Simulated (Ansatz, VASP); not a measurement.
# Cross-check of W (W(111)) between VASP and Ansatz, part 2 of 2

Aim: how closely do two programs agree when they are given the same cell, functional and k mesh? Of the first pair: The structure shown is the start of the Ansatz relaxation below; VASP solves that cell, so the two are compared at the walk's first step.

VASP 6.6.1 and Ansatz 0.2.0.

So far: The structure; Ansatz: relaxation, PBE.

## 3. VASP: single point, PBE, start cell, pair 1

Level of this step: PBE; plane waves and PAW (W) (VASP).

The same cell, functional, mesh and smearing now go to VASP, with its own data sets.

Lines of VASP's logs that name or quote its potential files are left out, and so is its time.

The input, INCAR:

```
SYSTEM = W
PREC = Accurate
ENCUT = 520
EDIFF = 1E-06
NELM = 120
ISMEAR = -1
SIGMA = 0.1
LREAL = .FALSE.
ALGO = Normal
GGA = PE
NBANDS = 48
LASPH = .TRUE.
LORBIT = 11
LWAVE = .FALSE.
LCHARG = .FALSE.
ISIF = 2
LDIPOL = .TRUE.
IDIPOL = 3
DIPOL = 0.5 0.5 0.5
LVHAR = .TRUE.
GGA_COMPAT = .FALSE.
NELMDL = -8
KPAR = 2
```

The input, POSCAR:

```
W
1.0
    4.4689148571      0.0000000000      0.0000000000
    2.2344574285      3.8701937936      0.0000000000
    0.0000000000      0.0000000000     28.0343476785
W
12
Direct
    0.3333334812      0.3333332894      0.3210347572
    0.6666668145      0.6666666227      0.3535738949
    0.0000001478      0.9999999560      0.3861130326
    0.3333334812      0.3333332894      0.4186521703
    0.6666668145      0.6666666227      0.4511913081
    0.0000001478      0.9999999560      0.4837304280
    0.3333334812      0.3333332894      0.5162695835
    0.6666668145      0.6666666227      0.5488087034
    0.0000001478      0.9999999560      0.5813478411
    0.3333334812      0.3333332894      0.6138869788
    0.6666668145      0.6666666227      0.6464261165
    0.0000001478      0.9999999560      0.6789652543
```

The input, KPOINTS:

```
Automatic mesh
0
Gamma
8 8 1
0 0 0
```

Potentials, in the order of the species: W (PBE family, release 64).

Command:

```console
> mpirun -np 2 vasp_std
```

Numbers of over 12 decimals in the logs are rounded to 6 here.

The log of the run:

```text
[banner, memory and clock lines left out]
running    2 mpi-ranks, on    1 nodes
 distrk:  each k-point on    1 cores,    2 groups
 distr:  one band on    1 cores,    1 groups

 POSCAR found type information on POSCAR W
 POSCAR found :  1 types and      12 ions
 LDA part: xc-table for (Slater+PW92), standard interpolation
 POSCAR, INCAR and KPOINTS ok, starting setup
 FFT: planning ... GRIDC
 FFT: planning ... GRID_SOFT
 FFT: planning ... GRID
 WAVECAR not read
 entering main loop
       N       E                     dE             d eps       ncg     rms          rms(c)
DAV:   1     0.369347944517E+03    0.36935E+03   -0.27097E+04   960   0.120E+03
DAV:   2    -0.105110056762E+03   -0.47446E+03   -0.44193E+03  1320   0.264E+02
DAV:   3    -0.154674135123E+03   -0.49564E+02   -0.47702E+02  1240   0.811E+01
DAV:   4    -0.158366206576E+03   -0.36921E+01   -0.36255E+01  1528   0.185E+01
DAV:   5    -0.158480030342E+03   -0.11382E+00   -0.11297E+00  1488   0.369E+00
DAV:   6    -0.158485584883E+03   -0.55545E-02   -0.55296E-02  1624   0.645E-01
DAV:   7    -0.158485821095E+03   -0.23621E-03   -0.23540E-03  1520   0.135E-01
DAV:   8    -0.158485840395E+03   -0.19300E-04   -0.19249E-04  1592   0.283E-02    0.645E+01
DAV:   9    -0.158193020475E+03    0.29282E+00   -0.88672E+01  1648   0.268E+01    0.367E+01
DAV:  10    -0.213563156177E+03   -0.55370E+02   -0.61570E+02  1736   0.104E+02    0.275E+01
DAV:  11    -0.161149781855E+03    0.52413E+02   -0.37955E+02  1648   0.629E+01    0.248E+01
DAV:  12    -0.150762270122E+03    0.10388E+02   -0.65737E+01  1624   0.323E+01    0.123E+01
DAV:  13    -0.148989168286E+03    0.17731E+01   -0.10070E+01  1584   0.105E+01    0.782E+00
DAV:  14    -0.148619237340E+03    0.36993E+00   -0.74831E-01  1600   0.315E+00    0.614E+00
[...]
DAV:  26    -0.147757923048E+03   -0.59522E-04   -0.50324E-05  1520   0.197E-02    0.499E-03
DAV:  27    -0.147757948723E+03   -0.25675E-04   -0.12573E-05  1424   0.999E-03    0.768E-03
DAV:  28    -0.147757963023E+03   -0.14301E-04   -0.27270E-06   848   0.405E-03    0.630E-03
DAV:  29    -0.147757965791E+03   -0.27675E-05   -0.94815E-07   816   0.285E-03    0.390E-03
DAV:  30    -0.147757969471E+03   -0.36803E-05   -0.39490E-07   752   0.240E-03    0.366E-03
DAV:  31    -0.147757973240E+03   -0.37686E-05   -0.50908E-07   792   0.233E-03    0.160E-03
DAV:  32    -0.147757978006E+03   -0.47658E-05   -0.20112E-06   944   0.329E-03    0.185E-03
DAV:  33    -0.147757978814E+03   -0.80866E-06   -0.32005E-07   752   0.278E-03
   1 F= -.14775798E+03 E0= -.14759681E+03  d E =-.322345E+00
```

Parts of OUTCAR (step 3):

```text
ion  position               nearest neighbor table
   1  0.333  0.333  0.321-   2 2.74   2 2.74   2 2.74   4 2.74   3 3.16   3 3.16   3 3.16
   2  0.667  0.667  0.354-   1 2.74   3 2.74   3 2.74   1 2.74   3 2.74   1 2.74   5 2.74   4 3.16
                             4 3.16   4 3.16
   3  0.000  1.000  0.386-   6 2.74   2 2.74   4 2.74   4 2.74   2 2.74   2 2.74   4 2.74   1 3.16
                             1 3.16   1 3.16   5 3.16   5 3.16   5 3.16
   4  0.333  0.333  0.419-   3 2.74   3 2.74   3 2.74   5 2.74   5 2.74   5 2.74   1 2.74   7 2.74
                             6 3.16   6 3.16   6 3.16   2 3.16   2 3.16   2 3.16
   5  0.667  0.667  0.451-   8 2.74   6 2.74   6 2.74   6 2.74   4 2.74   4 2.74   4 2.74   2 2.74
                             7 3.16   7 3.16   7 3.16   3 3.16   3 3.16   3 3.16
   6  0.000  1.000  0.484-   3 2.74   5 2.74   5 2.74   5 2.74   7 2.74   7 2.74   7 2.74   9 2.74
                             4 3.16   4 3.16   4 3.16   8 3.16   8 3.16   8 3.16
   7  0.333  0.333  0.516-  10 2.74   8 2.74   8 2.74   8 2.74   6 2.74   6 2.74   6 2.74   4 2.74
                             9 3.16   9 3.16   9 3.16   5 3.16   5 3.16   5 3.16
   8  0.667  0.667  0.549-   5 2.74   7 2.74   7 2.74   7 2.74   9 2.74   9 2.74   9 2.74  11 2.74
                            10 3.16   6 3.16   6 3.16  10 3.16   6 3.16  10 3.16
   9  0.000  1.000  0.581-   8 2.74  10 2.74  10 2.74   8 2.74   8 2.74  10 2.74   6 2.74  12 2.74
                             7 3.16   7 3.16   7 3.16  11 3.16  11 3.16  11 3.16
  10  0.333  0.333  0.614-   7 2.74  11 2.74   9 2.74   9 2.74  11 2.74  11 2.74   9 2.74   8 3.16
                             8 3.16   8 3.16  12 3.16  12 3.16  12 3.16
  11  0.667  0.667  0.646-  10 2.74  10 2.74  10 2.74  12 2.74  12 2.74  12 2.74   8 2.74   9 3.16
                             9 3.16   9 3.16
  12  0.000  1.000  0.679-  11 2.74  11 2.74  11 2.74   9 2.74  10 3.16  10 3.16  10 3.16

  LATTYP: Found a hexagonal cell.
 ALAT       =     4.4689148571
 C/A-ratio  =     6.2731890347

 Subroutine GETGRP returns: Found 12 space group operations
 (whereof  6 operations were pure point group operations)

The static configuration has the point symmetry C_3v.
 The point group associated with its full space group is D_3d.

 Found     10 irreducible k-points:

   k-points           NKPTS =     10   k-points in BZ     NKDIM =     10   number of bands    NBANDS=     48

   dimension x,y,z NGX =    36 NGY =   36 NGZ =  210
   dimension x,y,z NGXF=    72 NGYF=   72 NGZF=  420

   ENCUT  =  520.0 eV  38.22 Ry    6.18 a.u.   8.31  8.31 52.13*2*pi/ulx,y,z

   NELECT =      72.0000    total number of electrons

 k-points in reciprocal lattice and weights: Automatic mesh
   0.00000000  0.00000000  0.00000000       0.016
   0.12500000  0.00000000  0.00000000       0.094
   0.25000000  0.00000000  0.00000000       0.094
   0.37500000  0.00000000  0.00000000       0.094
   0.50000000  0.00000000  0.00000000       0.047
   0.25000000  0.12500000  0.00000000       0.094
   0.37500000  0.12500000  0.00000000       0.188
   0.50000000  0.12500000  0.00000000       0.188
   0.50000000  0.25000000  0.00000000       0.094
  -0.37500000  0.25000000  0.00000000       0.094

 dipolmoment           0.000000      0.000000      0.000000 electrons x Angstroem

 average (electrostatic) potential at core
       1 -45.0163       2 -44.8306       3 -45.1507       4 -45.0646       5 -45.0987
       6 -45.0022       7 -45.0022       8 -45.0987       9 -45.0646      10 -45.1507
      11 -44.8306      12 -45.0163

 E-fermi :   0.6317

 k-point     1 :       0.0000    0.0000    0.0000
  band No.  band energies     occupation
    ...
     33      -0.5330      1.99998
     34      -0.5330      1.99998
     35      -0.2843      1.99979
     36       0.2101      1.97091
     37       0.5253      1.48686
     38       1.5949      0.00013
     39       1.9812      0.00000
     40       2.1932      0.00000
     41       2.1932      0.00000
     42       2.2129      0.00000
    ...

 k-point     2 :       0.1250    0.0000    0.0000
  band No.  band energies     occupation
    ...
     33      -0.4079      1.99994
     34      -0.3521      1.99989
     35      -0.1642      1.99930
     36       0.3195      1.91558
     37       0.6107      1.10477
     38       1.6378      0.00009
     39       1.9691      0.00000
     40       2.0062      0.00000
     41       2.0116      0.00000
     42       2.0913      0.00000
    ...

 k-point     3 :       0.2500    0.0000    0.0000
  band No.  band energies     occupation
    ...
     32      -0.2078      1.99955
     33      -0.0810      1.99839
     34       0.0729      1.99254
     35       0.2852      1.93936
     36       0.6347      0.98493
     37       0.7875      0.34795
     38       1.1806      0.00823
     39       1.1924      0.00732
     40       1.6216      0.00010
     41       1.8137      0.00001
    ...

  Total       -9.7336836     -9.7336836    -10.1865463      0.0000000     -0.0000000      0.0000000
  in kB      -32.1634452    -32.1634452    -33.6598593      0.0000000     -0.0000000      0.0000000
  external PRESSURE =     -32.6622499 kB  Pullay stress =       0.0000000 kB

  energy-cutoff  :      520.00
  volume of cell :      484.87
      direct lattice vectors                 reciprocal lattice vectors
     4.468914857  0.000000000  0.000000000     0.223767969 -0.129192497  0.000000000
     2.234457428  3.870193794  0.000000000     0.000000000  0.258384994  0.000000000
     0.000000000  0.000000000 28.034347679     0.000000000  0.000000000  0.035670529

 POSITION                                       TOTAL-FORCE (eV/Angst)
 -----------------------------------------------------------------------------------
      2.23446      1.29006      9.00000        -0.000000      0.000000      2.535696
      4.46892      2.58013      9.91221         0.000000     -0.000000     -0.034805
      2.23446      3.87019     10.82443         0.000000      0.000000     -1.270412
      2.23446      1.29006     11.73664        -0.000000     -0.000000     -1.176123
      4.46892      2.58013     12.64885         0.000000     -0.000000     -0.576494
      2.23446      3.87019     13.56107         0.000000      0.000000     -0.020449
      2.23446      1.29006     14.47328         0.000000     -0.000000      0.020449
      4.46892      2.58013     15.38549        -0.000000      0.000000      0.576494
      2.23446      3.87019     16.29771         0.000000      0.000000      1.176123
      2.23446      1.29006     17.20992         0.000000      0.000000      1.270412
      4.46892      2.58013     18.12213        -0.000000      0.000000      0.034805
      2.23446      3.87019     19.03435         0.000000      0.000000     -2.535696
 -----------------------------------------------------------------------------------
    total drift:                               -0.000082      0.000025     -0.000045

  FREE ENERGIE OF THE ION-ELECTRON SYSTEM (eV)
  ---------------------------------------------------
  free  energy   TOTEN  =      -147.7579788142 eV

  energy  without entropy=     -147.4356343053  energy(sigma->0) =     -147.59680656

 vacuum level on the upper side and lower side of the slab         4.657         4.657

 total charge
# of ion       s       p       d       tot
------------------------------------------
    1        0.646   0.329   3.998   4.973
    2        0.701   0.609   4.086   5.395
    3        0.664   0.639   4.089   5.392
    4        0.678   0.707   4.169   5.555
    5        0.683   0.723   4.166   5.572
    6        0.681   0.720   4.186   5.587
    7        0.681   0.720   4.186   5.587
    8        0.683   0.723   4.166   5.572
    9        0.678   0.707   4.169   5.555
   10        0.664   0.639   4.089   5.392
   11        0.701   0.609   4.086   5.395
   12        0.646   0.329   3.998   4.973
--------------------------------------------------
tot          8.104   7.456  49.389  64.949

[... 3 further parts left out ...]
```

## 4. Comparison

Known differences besides the potentials themselves: the data sets hold 168 valence electrons in Ansatz (on its default PAW (the set named soft_2) files) and 72 in VASP; the cutoff is 420 eV in Ansatz and 520 eV in VASP. Total energies have different zeros and are not compared.

Forces on 8 of the 12 atoms, those with the largest forces and the largest differences (eV/Å; atoms numbered as in POSCAR):

| atom | Ansatz x, y, z | VASP x, y, z |
| --- | --- | --- |
| W1 | 0.000, 0.000, 2.303 | 0.000, 0.000, 2.536 |
| W3 | 0.000, 0.000, -1.361 | 0.000, 0.000, -1.270 |
| W4 | 0.000, 0.000, -1.133 | 0.000, 0.000, -1.176 |
| W8 | 0.000, 0.000, 0.575 | 0.000, 0.000, 0.576 |
| W9 | 0.000, 0.000, 1.133 | 0.000, 0.000, 1.176 |
| W10 | 0.000, 0.000, 1.361 | 0.000, 0.000, 1.270 |
| W11 | 0.000, 0.000, 0.141 | 0.000, 0.000, 0.035 |
| W12 | 0.000, 0.000, -2.303 | 0.000, 0.000, -2.536 |

The forces differ by 65 meV/Å r.m.s., which is 8.8 % of the r.m.s. force of 0.736 eV/Å (both taken over all components). With vacuum in the cell, a pressure given here is an average over mostly empty space and none of the material.

## 5. Ansatz: relaxation, PBE

This run makes the geometry at which the two programs are then compared.

The structure compared here is the end of the Ansatz relaxation.

The input, input.yaml:

```yaml
crystal:
  lattice:
    - [4.4689148571, 0.0, 0.0]
    - [2.2344574285, 3.8701937936, 0.0]
    - [0.0, 0.0, 28.0343476785]
  atoms:
    - { symbol: W, position: [0.3333333333, 0.3333333333, 0.3210347572] }
    - { symbol: W, position: [0.6666666667, 0.6666666667, 0.3535738922] }
    - { symbol: W, position: [0.0, 0.0, 0.3861130273] }
    - { symbol: W, position: [0.3333333333, 0.3333333333, 0.4186521624] }
    - { symbol: W, position: [0.6666666667, 0.6666666667, 0.4511912974] }
    - { symbol: W, position: [0.0, 0.0, 0.4837304325] }
    - { symbol: W, position: [0.3333333333, 0.3333333333, 0.5162695675] }
    - { symbol: W, position: [0.6666666667, 0.6666666667, 0.5488087026] }
    - { symbol: W, position: [0.0, 0.0, 0.5813478376] }
    - { symbol: W, position: [0.3333333333, 0.3333333333, 0.6138869727] }
    - { symbol: W, position: [0.6666666667, 0.6666666667, 0.6464261078] }
    - { symbol: W, position: [0.0, 0.0, 0.6789652428] }
kpoints:
  mp_grid: { grid: [8, 8, 1] }
hamiltonian:
  xc: pbe
scf:
  occupations: { method: fermi_dirac, width: 0.1 }
efield:
  axis: 3
  dipole_correction: true
  ramp_width: 0.05
relax:
  f_tol: 0.02
  max_steps: 60
  constraints: [{ sites: [0, 1, 2, 3, 4] }]
output:
  write_potential: true
  write_density: true
  volumetric_format: npy
```

Command:

```console
> ansatz run input.yaml --threads 4 --pin off --max-ram 8192MiB --backend cpu --events-out ev --progress --plain --runs-dir out
```

The log of the run:

```text
[...]
Crystal: 12 atoms, lattice volume = 484.870 Å³
Basis set: ecut = 420 eV, 9483 PW (Γ), exchange–correlation on 60×60×384 points (8 copies of the dense FFT grid, shifted against one another)
Bands: 101, of which v1, the nominal top of the filled ones, is band 84 counted from 1 (83 counted from 0)
Symmetry: 6 space group operations
[...]
- { symbol: W, position: [4.398659534619879e-19, 0, 0.484824] }
    - { symbol: W, position: [0.333333, 0.333333, 0.517912] }
    - { symbol: W, position: [0.666667, 0.666667, 0.552028] }
    - { symbol: W, position: [7.795420779017306e-19, 0, 0.583286] }
    - { symbol: W, position: [0.333333, 0.333333, 0.621621] }
    - { symbol: W, position: [0.666667, 0.666667, 0.646965] }
    - { symbol: W, position: [-2.385643539069235e-18, 0, 0.673032] }
[key lines of the parts left out:]
SCF converged after 3 iterations
Free energy (F): -124609.913423 eV
Fermi energy:    6.424813 eV
Dipole field:    D = -0.007510 V/Å  (p = -0.020124 e·Å, saw-weighted, corrected)
Work function:   Φ+ = 4.1521 eV   Φ− = 3.9415 eV
```

## 6. VASP: single point, PBE, relaxed cell, pair 2

The same cell, functional, mesh and smearing now go to VASP, with its own data sets.

INCAR, as its differences from that of step 3:

```diff
@@ -18,3 +18,3 @@
 IDIPOL = 3
-DIPOL = 0.5 0.5 0.5
+DIPOL = 0.5 0.5 0.501
 LVHAR = .TRUE.
```

The input, POSCAR:

```
W
1.0
    4.4689148571      0.0000000000      0.0000000000
    2.2344574285      3.8701937936      0.0000000000
    0.0000000000      0.0000000000     28.0343476785
W
12
Direct
    0.3333333333      0.3333333333      0.3210347572
    0.6666666666      0.6666666666      0.3535738922
    1.0000000000      1.0000000000      0.3861130273
    0.3333333333      0.3333333333      0.4186521624
    0.6666666666      0.6666666666      0.4511912974
    1.0000000000      1.0000000000      0.4848243445
    0.3333333333      0.3333333333      0.5179119531
    0.6666666666      0.6666666666      0.5520277108
    1.0000000000      1.0000000000      0.5832864973
    0.3333333333      0.3333333333      0.6216209526
    0.6666666666      0.6666666666      0.6469648202
    1.0000000000      1.0000000000      0.6730323353
```

KPOINTS is that of step 3.

Command:

```console
> mpirun -np 2 vasp_std
```

The log of the run:

```text
[... set-up lines as in an earlier step ...]
 entering main loop
       N       E                     dE             d eps       ncg     rms          rms(c)
DAV:   1     0.372309869363E+03    0.37231E+03   -0.27121E+04   960   0.120E+03
DAV:   2    -0.105717452846E+03   -0.47803E+03   -0.44607E+03  1320   0.265E+02
DAV:   3    -0.155102872752E+03   -0.49385E+02   -0.47726E+02  1248   0.809E+01
DAV:   4    -0.158447055253E+03   -0.33442E+01   -0.32955E+01  1560   0.184E+01
[...]
DAV:  40    -0.148236857706E+03   -0.21040E-04   -0.93428E-06  1136   0.624E-03    0.425E-03
DAV:  41    -0.148236865212E+03   -0.75059E-05   -0.19294E-06   928   0.425E-03    0.288E-03
DAV:  42    -0.148236865783E+03   -0.57062E-06   -0.36285E-07   736   0.293E-03
   1 F= -.14823687E+03 E0= -.14810988E+03  d E =-.253968E+00
```

From OUTCAR (step 6):

```text
  Total       -7.3756152     -7.3756152     -9.2708246      0.0000000     -0.0000000     -0.0000000
  in kB      -24.3715745    -24.3715745    -30.6339995      0.0000000     -0.0000000     -0.0000000
  external PRESSURE =     -26.4590495 kB  Pullay stress =       0.0000000 kB

 POSITION                                       TOTAL-FORCE (eV/Angst)
 -----------------------------------------------------------------------------------
      2.23446      1.29006      9.00000        -0.000000      0.000000      2.592961
      4.46891      2.58013      9.91221         0.000000      0.000000      0.074969
      0.00000      0.00000     10.82443         0.000000      0.000000     -1.189481
      2.23446      1.29006     11.73664         0.000000      0.000000     -0.926355
      4.46891      2.58013     12.64885         0.000000     -0.000000     -0.214910
      0.00000      0.00000     13.59173         0.000000      0.000000     -0.023393
      2.23446      1.29006     14.51932         0.000000      0.000000     -0.018358
      4.46891      2.58013     15.47574        -0.000000     -0.000000      0.072752
      0.00000      0.00000     16.35206         0.000000     -0.000000      0.202578
      2.23446      1.29006     17.42674         0.000000      0.000000     -0.011972
      4.46891      2.58013     18.13724        -0.000000     -0.000000     -0.147777
      0.00000      0.00000     18.86802         0.000000     -0.000000     -0.411015
 -----------------------------------------------------------------------------------
    total drift:                                0.000000      0.000000      0.000473

  FREE ENERGIE OF THE ION-ELECTRON SYSTEM (eV)
  ---------------------------------------------------
  free  energy   TOTEN  =      -148.2368657826 eV

  energy  without entropy=     -147.9828976552  energy(sigma->0) =     -148.10988172

[... 2 parts as in an earlier step ...]

[... 1 further part left out ...]
[key lines of the parts left out:]
E-fermi :   0.5995
```

## 7. Comparison

What differs besides the data sets and the points named for the pairs above, as far as they apply: the data sets hold 168 valence electrons in Ansatz (on its default PAW (the set named soft_2) files) and 72 in VASP. Total energies have different zeros and are not compared.

Compared:

| quantity | Ansatz | VASP | difference |
| --- | --- | --- | --- |
| work function, lower of the two faces (eV) | 3.94 | 3.97 | -0.02 |
| work function, higher of the two faces (eV) | 4.15 | 4.17 | -0.01 |

Forces on 7 of the 12 atoms, those with the largest forces and the largest differences (eV/Å; atoms numbered as in POSCAR):

| atom | Ansatz x, y, z | VASP x, y, z |
| --- | --- | --- |
| W1 | 0.000, 0.000, 2.357 | 0.000, 0.000, 2.593 |
| W3 | 0.000, 0.000, -1.274 | 0.000, 0.000, -1.189 |
| W4 | 0.000, 0.000, -0.875 | 0.000, 0.000, -0.926 |
| W5 | 0.000, 0.000, -0.178 | 0.000, 0.000, -0.215 |
| W9 | 0.000, 0.000, -0.008 | 0.000, 0.000, 0.203 |
| W11 | 0.000, 0.000, 0.001 | 0.000, 0.000, -0.148 |
| W12 | 0.000, 0.000, 0.000 | 0.000, 0.000, -0.411 |

The forces differ by 94 meV/Å r.m.s., which is 18.6 % of the r.m.s. force of 0.508 eV/Å (both taken over all components). With vacuum in the cell, a pressure given here is an average over mostly empty space and none of the material.

## 8. What came out

```json
{
 "r.m.s. force difference (single point, PBE, start cell, pair 1)": "8.8 % of the r.m.s. force",
 "r.m.s. force difference (single point, PBE, relaxed cell, pair 2)": "19 % of the r.m.s. force"
}
```

What this shows: The r.m.s. force difference is 19 % of the r.m.s. force (single point, PBE, relaxed cell, pair 2), beyond the 3 % picked in this series as the mark of a large difference. The data sets hold unlike numbers of valence electrons (168 in Ansatz and 72 in VASP), so part of the differences comes from the potentials. What causes the difference of the single point, PBE, start cell, pair 1 pair stays open here. What causes the difference of the single point, PBE, relaxed cell, pair 2 pair stays open here. Such differences can come from data sets, numerical settings and the points named under the comparisons, not from the functional's error against experiment.

[Lines on the potential files, build, host, timing and source positions are cut from VASP's logs without a mark.]

[Logs are printed without paths, hosts, clocks, repeated set-up lines and the standing remarks that a program may print on its own settings, such as how far it seeks lower states.]

[Hosts, paths, dates, database ids (printed as entryN), source tags and the programs' standing remarks are cut or masked in the printed files.]
